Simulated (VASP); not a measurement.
Input:

```
Rb
1.0
   -2.87411     2.87411     2.87411
    2.87411    -2.87411     2.87411
    2.87411     2.87411    -2.87411
Rb
1
Direct
  0.00000   0.00000   0.00000
```

All values below come from vdW-DF-cx, VASP's PBE PAW potentials (set 64) (plane waves; VASP). Settings: 520 eV cut-off, 9×9×9 Γ-centred mesh, first-order Methfessel-Paxton smearing of 0.10 eV, potentials Rb_sv.

Question: The job: Rb (bcc), 1 atom, vdW-DF-cx, static run, 520 eV, 9×9×9 Γ-centred mesh. Roughly how much core time does it take on a busy server core?

Answer: About 50 core-seconds (one run on a shared machine, a rough figure). It had 35 irreducible k-points, 8 bands, up to 2587 plane waves and 11 electronic steps.

The compound is Rb in the bcc structure. This cell is one point of a volume scan, at 1.06 of the reference volume.
